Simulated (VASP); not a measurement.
# DyO (F-43m) in VASP: a series of runs

Runs on DyO. Level: LDA+U. Tasks: single point.

All numbers are computed with VASP 6.6.1; they aren't measurements. Logs are shortened: lines on timing, memory, paths and dates and some standing lists are left out, and cuts for length are marked.

### 1 The crystal as given

It takes space group F-43m (No. 216, cubic). Conventional cell: a = 5.052 Å, b = 5.052 Å, c = 5.052 Å, α = 90.00°, β = 90.00°, γ = 90.00°. Dy (site symmetry -43m) is surrounded by 4 O at 2.19 Å. O (site symmetry -43m) has 4 Dy at 2.19 Å as nearest neighbours.

The cell comes from a database or a generator and needn't be the stable form of this composition.

### 2 Single point, LDA+U, collinear spin, zero start

Contents of INCAR:

```
  PREC = Accurate
  ENCUT = 520
  EDIFF = 1E-7
  ISMEAR = 0
  SIGMA = 0.05
  LREAL = False
  LASPH = True
  NELM = 120
  ALGO = Normal
  ISIF = 2
  LWAVE = False
  LCHARG = False
  ISPIN = 2
  MAGMOM = 0 0
  LORBIT = 11
  LMAXMIX = 6
  LDAU = True
  LDAUTYPE = 2
  LDAUL = 3 -1
  LDAUU = 8 0
  LDAUJ = 0 0
  LDAUPRINT = 1
  GGA = CA
  NBANDS = 24
```

Contents of KPOINTS:

```
regular mesh
0
Gamma
  6 6 6
```

Contents of POSCAR:

```
DyO
1.0
    0.0000000000      2.5261071900      2.5261071900
    2.5261071900      0.0000000000      2.5261071900
    2.5261071900      2.5261071900      0.0000000000
Dy O
1 1
Direct
    0.0000000000      0.0000000000      0.0000000000
    0.2500000000      0.2500000000      0.2500000000
```

Potentials or basis: VASP PAW PBE potentials, release 64 (Dy, O).

Started as:

```console
cat potpaw_PBE.64/Dy/POTCAR potpaw_PBE.64/O/POTCAR > POTCAR
mpirun -np 1 vasp_std > vasp.out
```

OUTCAR:

```text
PREC = Accurate
   ENCUT = 520
   EDIFF = 1E-7
   ISMEAR = 0
   LREAL = False
   LASPH = True
   NELM = 120
   ISIF = 2
   ISPIN = 2
   LORBIT = 11
   GGA = CA

 ion  position               nearest neighbor table
   1  0.000  0.000  0.000-   2 2.19   2 2.19   2 2.19   2 2.19
   2  0.250  0.250  0.250-   1 2.19   1 2.19   1 2.19   1 2.19

  LATTYP: Found a face centered cubic cell.
 ALAT       =     5.0522143800

  Lattice vectors:

 A1 = (   0.0000000000,   2.5261071900,   2.5261071900)
 A2 = (   2.5261071900,   0.0000000000,   2.5261071900)
 A3 = (   2.5261071900,   2.5261071900,   0.0000000000)

Analysis of symmetry for initial positions (statically):
=====================================================================
 Subroutine PRICEL returns:
 Original cell was already a primitive cell.

 Routine SETGRP: Setting up the symmetry group for a
 face centered cubic supercell.

 Subroutine GETGRP returns: Found 24 space group operations
 (whereof 24 operations were pure point group operations)
 out of a pool of 48 trial point group operations.

The static configuration has the point symmetry T_d .

Analysis of symmetry for dynamics (positions and initial velocities):
=====================================================================
 Subroutine PRICEL returns:
 Original cell was already a primitive cell.

 Routine SETGRP: Setting up the symmetry group for a
 face centered cubic supercell.

 Subroutine GETGRP returns: Found 24 space group operations
 (whereof 24 operations were pure point group operations)
 out of a pool of 48 trial point group operations.

The dynamic configuration has the point symmetry T_d .

Analysis of structural, dynamic, and magnetic symmetry:
=====================================================================
 Subroutine PRICEL returns:
 Original cell was already a primitive cell.

 Routine SETGRP: Setting up the symmetry group for a
 face centered cubic supercell.

 Subroutine GETGRP returns: Found 24 space group operations
 (whereof 24 operations were pure point group operations)
 out of a pool of 48 trial point group operations.

The overall configuration has the point symmetry T_d .

 Subroutine INISYM returns: Found 24 space group operations
 (whereof 24 operations are pure point group operations),
 and found     1 'primitive' translations

----------------------------------------------------------------------------------------

                                     Primitive cell

  volume of cell :      32.2393

  direct lattice vectors                    reciprocal lattice vectors
     0.000000000  2.526107190  2.526107190    -0.197933010  0.197933010  0.197933010
     2.526107190  0.000000000  2.526107190     0.197933010 -0.197933010  0.197933010
     2.526107190  2.526107190  0.000000000     0.197933010  0.197933010 -0.197933010

  length of vectors
     3.572455048  3.572455048  3.572455048     0.342830030  0.342830030  0.342830030

  position of ions in fractional coordinates (direct lattice)
     0.000000000  0.000000000  0.000000000
     0.250000000  0.250000000  0.250000000

  ion indices of the primitive-cell ions
   primitive index   ion index
                 1           1
                 2           2

----------------------------------------------------------------------------------------

 KPOINTS: regular mesh

Automatic generation of k-mesh.
 Grid dimensions read from file:
 generate k-points for:    6    6    6

 Generating k-lattice:

  Cartesian coordinates                     Fractional coordinates (reciprocal lattice)
[... 70 lines left out ...]
     AMIX     =   0.40;   BMIX     =  1.00
     AMIX_MAG =   1.60;   BMIX_MAG =  1.00
  volume/ion in A,a.u.               =      16.12       108.78
  Fermi-wavevector in a.u.,A,eV,Ry     =   1.523833  2.879628 31.593659  2.322068
  Thomas-Fermi vector in A             =   2.632223
   LORBIT       =     11    0 simple, 1 ext, 2 COOP (PROOUT), +10 PAW based schemes
 LDA+U is selected, type is set to LDAUTYPE =  2
   angular momentum for each species LDAUL =     3   -1
   U (eV)           for each species LDAUU =   8.0  0.0
   J (eV)           for each species LDAUJ =   0.0  0.0
   GGA     = CA    functional components
   LHFCALC =     F    Hartree Fock is set to
   AEXX    =    0.0000 exact exchange contribution
   IVDW    =     0    specifies the selected vdW correction
   LEPSILON=     F    determine dielectric tensor
   LRPA    =     F    only Hartree local field effects (RPA)
 spin polarized calculation
 Gauss-broadening in eV      SIGMA  =   0.05
  energy-cutoff  :      520.00
  volume of cell :       32.24
 maximum number of plane-waves:       893
 NGX is ok and might be reduce to    28
   NGX = 13   NGY = 13   NGZ = 13

 number of electron      25.9999998 magnetization       0.0034426

 Free energy of the ion-electron system (eV)
  ---------------------------------------------------
  ext. energy  EPLUGINS =         0.00000000
  ---------------------------------------------------
  free energy    TOTEN  =        -6.45153450 eV

  energy without entropy =       -6.40851765  energy(sigma->0) =       -6.43002608

atom =   1  type =  1  l = 3

 onsite density matrix

spin component  1

  0.7572  0.0000 -0.1845  0.0000 -0.0000  0.0000  0.0000
  0.0000  0.9695 -0.0000 -0.0000  0.0000 -0.0000  0.0000
 -0.1845 -0.0000  0.8524 -0.0000  0.0000  0.0000 -0.0000
  0.0000 -0.0000 -0.0000  0.6143 -0.0000 -0.0000 -0.0000
 -0.0000  0.0000  0.0000 -0.0000  0.8524  0.0000  0.1845
  0.0000 -0.0000  0.0000 -0.0000  0.0000  0.9953 -0.0000
  0.0000  0.0000 -0.0000 -0.0000  0.1845 -0.0000  0.7572

spin component  2

  0.6183 -0.0000  0.4745 -0.0000  0.0000  0.0000 -0.0000
 -0.0000  0.9371  0.0000  0.0000 -0.0000  0.0000 -0.0000
  0.4745  0.0000  0.3732  0.0000 -0.0000 -0.0000  0.0000
 -0.0000  0.0000  0.0000  0.9858  0.0000 -0.0000  0.0000
  0.0000 -0.0000 -0.0000  0.0000  0.3732 -0.0000 -0.4745
  0.0000  0.0000 -0.0000 -0.0000 -0.0000  0.0057  0.0000
 -0.0000 -0.0000  0.0000  0.0000 -0.4745  0.0000  0.6183

 occupancies and eigenvectors

  o =  0.0057  v =  0.0000  0.0000  0.0000  0.0000  0.0000  0.0000  0.0000  0.0000  0.0000  0.0000 -0.0000  0.0009 -1.0000  0.0007      0.0000  0.0000  0.0000  0.0000  0.0000  0.0000  0.0000  0.0000  0.0000  0.0000  0.0000  0.0000  0.0000  0.0000
  o =  0.0057  v =  0.0000  0.0000  0.0000  0.0000  0.0000  0.0000  0.0000  0.0000  0.0000  0.0000 -0.0000  0.7906  0.0011  0.6124      0.0000  0.0000  0.0000  0.0000  0.0000  0.0000  0.0000  0.0000  0.0000  0.0000  0.0000  0.0000  0.0000  0.0000
  o =  0.0057  v =  0.0000  0.0000  0.0000  0.0000  0.0000  0.0000  0.0000  0.6124  0.0000 -0.7906  0.0000 -0.0000 -0.0000  0.0000      0.0000  0.0000  0.0000  0.0000  0.0000  0.0000  0.0000  0.0000  0.0000  0.0000  0.0000  0.0000  0.0000  0.0000
  o =  0.6143  v =  0.0000  0.0000  0.0000  1.0000  0.0012  0.0000 -0.0015  0.0000  0.0000  0.0000  0.0000  0.0000  0.0000  0.0000      0.0000  0.0000  0.0000  0.0000  0.0000  0.0000  0.0000  0.0000  0.0000  0.0000  0.0000  0.0000  0.0000  0.0000
  o =  0.6143  v =  0.0000 -0.0000 -0.0000 -0.0019  0.6124  0.0000 -0.7906  0.0000  0.0000  0.0000  0.0000  0.0000  0.0000  0.0000      0.0000  0.0000  0.0000  0.0000  0.0000  0.0000  0.0000  0.0000  0.0000  0.0000  0.0000  0.0000  0.0000  0.0000
  o =  0.6143  v = -0.7906  0.0000 -0.6124  0.0000 -0.0000  0.0000  0.0000  0.0000  0.0000  0.0000  0.0000  0.0000  0.0000  0.0000      0.0000  0.0000  0.0000  0.0000  0.0000  0.0000  0.0000  0.0000  0.0000  0.0000  0.0000  0.0000  0.0000  0.0000
  o =  0.9371  v =  0.0000  0.0000  0.0000  0.0000  0.0000  0.0000  0.0000  0.0000 -1.0000  0.0000 -0.0000 -0.0000 -0.0000  0.0000      0.0000  0.0000  0.0000  0.0000  0.0000  0.0000  0.0000  0.0000  0.0000  0.0000  0.0000  0.0000  0.0000  0.0000
  o =  0.9695  v =  0.0000 -1.0000  0.0000  0.0000  0.0000 -0.0000  0.0000  0.0000  0.0000  0.0000  0.0000  0.0000  0.0000  0.0000      0.0000  0.0000  0.0000  0.0000  0.0000  0.0000  0.0000  0.0000  0.0000  0.0000  0.0000  0.0000  0.0000  0.0000
  o =  0.9858  v =  0.0000  0.0000  0.0000  0.0000  0.0000  0.0000  0.0000 -0.7906  0.0000 -0.6124  0.0000 -0.0000 -0.0000  0.0000      0.0000  0.0000  0.0000  0.0000  0.0000  0.0000  0.0000  0.0000  0.0000  0.0000  0.0000  0.0000  0.0000  0.0000
  o =  0.9858  v =  0.0000  0.0000  0.0000  0.0000  0.0000  0.0000  0.0000  0.0000 -0.0000 -0.0000  0.0068  0.6124 -0.0000 -0.7906      0.0000  0.0000  0.0000  0.0000  0.0000  0.0000  0.0000  0.0000  0.0000  0.0000  0.0000  0.0000  0.0000  0.0000
  o =  0.9858  v =  0.0000  0.0000  0.0000  0.0000  0.0000  0.0000  0.0000  0.0000  0.0000 -0.0000 -1.0000  0.0041  0.0000 -0.0053      0.0000  0.0000  0.0000  0.0000  0.0000  0.0000  0.0000  0.0000  0.0000  0.0000  0.0000  0.0000  0.0000  0.0000
  o =  0.9953  v = -0.6124  0.0000  0.7906 -0.0000  0.0000 -0.0000 -0.0000  0.0000  0.0000  0.0000  0.0000  0.0000  0.0000  0.0000      0.0000  0.0000  0.0000  0.0000  0.0000  0.0000  0.0000  0.0000  0.0000  0.0000  0.0000  0.0000  0.0000  0.0000
  o =  0.9953  v =  0.0000 -0.0000 -0.0000 -0.0000 -0.7906  0.0037 -0.6124  0.0000  0.0000  0.0000  0.0000  0.0000  0.0000  0.0000      0.0000  0.0000  0.0000  0.0000  0.0000  0.0000  0.0000  0.0000  0.0000  0.0000  0.0000  0.0000  0.0000  0.0000
  o =  0.9953  v =  0.0000  0.0000 -0.0000  0.0000 -0.0029 -1.0000 -0.0023  0.0000  0.0000  0.0000  0.0000  0.0000  0.0000  0.0000      0.0000  0.0000  0.0000  0.0000  0.0000  0.0000  0.0000  0.0000  0.0000  0.0000  0.0000  0.0000  0.0000  0.0000

 number of electron      25.9999999 magnetization       1.9907164

 Free energy of the ion-electron system (eV)
  ---------------------------------------------------
  ext. energy  EPLUGINS =         0.00000000
  ---------------------------------------------------
  free energy    TOTEN  =       -13.48771185 eV

  energy without entropy =      -13.46744215  energy(sigma->0) =      -13.47757700

 E-fermi :   4.2052     XC(G=0): -11.4207

 val. band max:        4.1978230406   @ k =   0.3333   0.1667   0.0000
 cond. band min:       4.2073499590   @ k =  -0.3333   0.1667   0.0000
 fundamental gap:      0.0095269184
 Fermi energy:         4.2051530603

 spin component 1

 k-point     1 :       0.0000    0.0000    0.0000
  band No.  band energies     occupation
      1     -40.3261      1.00000
      2     -16.5537      1.00000
      3     -16.5537      1.00000
      4     -16.5537      1.00000
      5     -15.3392      1.00000
      6      -1.8437      1.00000
[... 421 lines left out ...]
     23      17.0657      0.00000
     24      17.6157      0.00000
 Fermi energy:         4.2051530603

 spin component 2

 k-point     1 :       0.0000    0.0000    0.0000
  band No.  band energies     occupation
      1     -39.5497      1.00000
      2     -15.9687      1.00000
      3     -15.9687      1.00000
      4     -15.9687      1.00000
      5     -15.3284      1.00000
      6      -1.9008      1.00000
[... 421 lines left out ...]
     23      17.2290      0.00000
     24      18.0334      0.00000

------------------------ aborting loop because EDIFF is reached ----------------------------------------

  FORCE on cell =-STRESS in cart. coord.  units (eV):
  Direction    XX          YY          ZZ          XY          YZ          ZX
  --------------------------------------------------------------------------------------
  -------------------------------------------------------------------------------------
  Total        1.9467859      1.9467859      1.9467859      0.0000000      0.0000000      0.0000000
  in kB       96.7483230     96.7483230     96.7483230      0.0000000      0.0000000      0.0000000
  external PRESSURE =      96.7483230 kB  Pullay stress =       0.0000000 kB

 VOLUME and BASIS-vectors are now :
 -----------------------------------------------------------------------------
  energy-cutoff  :      520.00
  volume of cell :       32.24
      direct lattice vectors                 reciprocal lattice vectors
     0.000000000  2.526107190  2.526107190    -0.197933010  0.197933010  0.197933010
     2.526107190  0.000000000  2.526107190     0.197933010 -0.197933010  0.197933010
     2.526107190  2.526107190  0.000000000     0.197933010  0.197933010 -0.197933010

 POSITION                                       TOTAL-FORCE (eV/Angst)
 -----------------------------------------------------------------------------------
      0.00000      0.00000      0.00000         0.000000      0.000000      0.000000
      1.26305      1.26305      1.26305        -0.000000     -0.000000     -0.000000
 -----------------------------------------------------------------------------------
    total drift:                                0.000000      0.000000      0.000000

  FREE ENERGIE OF THE ION-ELECTRON SYSTEM (eV)
  ---------------------------------------------------
  free  energy   TOTEN  =       -13.4877118528 eV

  energy  without entropy=      -13.4674421504  energy(sigma->0) =      -13.47757700

 total charge

# of ion       s       p       d       f       tot
--------------------------------------------------
    1        2.098   5.903   0.536   9.694  18.231
    2        1.558   3.484   0.000   0.000   5.041
--------------------------------------------------
tot          3.656   9.386   0.536   9.694  23.273

 magnetization (x)

# of ion       s       p       d       f       tot
--------------------------------------------------
    1        0.002  -0.018   0.032   1.885   1.902
    2       -0.001  -0.020   0.000   0.000  -0.021
--------------------------------------------------
tot          0.001  -0.038   0.032   1.885   1.881
```

Run time: 4.1 min. Hardware: 1 thread of AMD EPYC 7R43 (Zen 3), shared host; peak memory 0.14 GiB.

What came out:

| Quantity | Value |
| --- | --- |
| Free energy | -13.4877 eV |
| Pressure | 9.7 GPa |
| Band gap on the k mesh | none (metal or under the smearing width) |
| Net moment | 1.99 μB per cell |
| Site moments | Dy +1.90; O -0.02 μB |
| Valence electrons inside the program's atomic spheres | Dy 18.23; O 5.04 |

Levels at points of the mesh, in eV from the Fermi level:
Spin up:
| k point | band 11 | band 12 | band 13 | band 14 | band 15 | band 16 | band 17 | band 18 |
| --- | --- | --- | --- | --- | --- | --- | --- | --- |
| (0.00, 0.00, 0.00) | -3.77 | -3.42 | -0.85 | -0.08 | -0.08 | -0.08 | 4.56 | 4.56 |
| (0.50, 0.00, 0.00) | -3.76 | -2.89 | -0.33 | 0.04 | 0.04 | 1.70 | 4.26 | 4.26 |
| (0.50, 0.50, 0.00) | -3.36 | -2.87 | -0.22 | -0.02 | -0.02 | 0.72 | 2.14 | 6.87 |
Spin down:
```csv
k point,band 9,band 10,band 11,band 12,band 13,band 14,band 15,band 16
"(0.00, 0.00, 0.00)",-2.60,-2.22,-2.22,-2.22,-0.30,4.76,4.76,6.25
"(0.50, 0.00, 0.00)",-2.47,-2.17,-2.17,-1.81,1.97,4.26,4.26,4.42
"(0.50, 0.50, 0.00)",-2.28,-2.24,-2.24,-1.77,0.82,2.28,5.85,5.93
```

Eigenvalues of the final occupation matrices:
```tsv
site	spin	trace	eigenvalues
site 1 f	1	5.80	0.61 0.61 0.61 0.97 1.00 1.00 1.00
site 1 f	2	3.91	0.01 0.01 0.01 0.94 0.99 0.99 0.99
```

Caveat: the magnetic or orbital state may not be the lowest; the PAW data sets were made with another functional, which shifts forces and pressure a little; spin-orbit coupling is left out, which moves the levels of the heavy elements.

(Continued in part 2 of 2.)
